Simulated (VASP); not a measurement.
```
CELL_PARAMETERS angstrom
      1.67166    -2.89540     0.00000
      1.67166     2.89540     0.00000
      0.00000     0.00000    16.92293
ATOMIC_POSITIONS crystal
  Mo 0.33333 0.66667 0.25000
  Mo 0.66667 0.33333 0.75000
  Se 0.33333 0.66667 0.84875
  Se 0.66667 0.33333 0.34875
  Se 0.66667 0.33333 0.15125
  Se 0.33333 0.66667 0.65125
```

Computed with revPBE GGA, VASP's PBE PAW potentials (set 64) (plane waves; VASP). Numerical set-up: 520 eV cut-off, 9×9×2 Γ-centred mesh, tetrahedra with Blöchl corrections, potentials Mo_sv Se.

The cores are frozen, which limits the accuracy of field gradients. Without a dispersion term in the relaxation, distances and binding between the weakly bound layers, chains or molecules are unreliable, and so is what depends on them.

Problem. Give the principal components of the electric field gradient (V/Å²) and the asymmetry η at each nucleus.

Solution. 
```
atom   Vxx   Vyy     Vzz     η
----  ----  ----  ------  ----
Mo1   36.8  36.8   -73.6  0.00
Mo2   36.8  36.8   -73.6  0.00
Se3   52.1  52.1  -104.1  0.00
Se4   52.1  52.1  -104.1  0.00
Se5   52.1  52.1  -104.1  0.00
Se6   52.1  52.1  -104.1  0.00
```

The compound is MoSe2 in the 2H layered structure. It was relaxed first, which changed the volume by +35 %.
